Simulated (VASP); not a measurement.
Here is the system:

```xyz
4
Lattice="1.6662 -5.5509 0.0000 1.6662 5.5509 0.0000 0.0000 0.0000 4.5816" Properties=species:S:1:pos:R:3 pbc="T T T"
P      1.6662     4.4941     4.1742
P      1.6662     1.0567     1.8834
P      1.6662    -1.0567     2.6982
P      1.6662    -4.4941     0.4074
```

These are r2SCAN meta-GGA, VASP's PBE PAW potentials (set 64) (plane waves; VASP) values and carry that method's errors. Settings: 520 eV cut-off, 7×7×5 Γ-centred mesh, Gaussian smearing of 0.050 eV, potentials P.

Question: The ions and cell shape at fixed volume are relaxed. Give the cell that the relaxation ends in.

Answer: 
```xyz
4
Lattice="1.6478 -5.5938 0.0000 1.6478 5.5938 0.0000 0.0000 0.0000 4.5974" Properties=species:S:1:pos:R:3 pbc="T T T"
P      1.6478     4.5502     4.1804
P      1.6478     1.0436     1.8817
P      1.6478    -1.0436     2.7157
P      1.6478    -4.5502     0.4170
```
Space group Cmce (64), at a tolerance of 0.03 Å.

Question: How much energy does the relaxation gain?

Answer: The energy (σ→0) changes by -3.3 meV/atom, in 8 ionic steps.

```tsv
step	E(σ→0) (eV)	max force (eV/Å)	pressure (GPa)	volume (Å³)
1	-35.9021	0.219	-2.09	84.75
2	-35.9110	0.116	-1.34	84.75
3	-35.9139	0.105	-0.64	84.75
4	-35.9144	0.064	-0.47	84.75
5	-35.9148	0.004	-0.54	84.75
6	-35.9150	0.010	-0.49	84.75
7	-35.9150	0.013	-0.47	84.75
8	-35.9151	0.009	-0.44	84.75
```

The compound is P in the black structure. This cell is one point of a volume scan, at 1.03 of the reference volume. Symmetry was kept, so distortions that lower it aren't found.
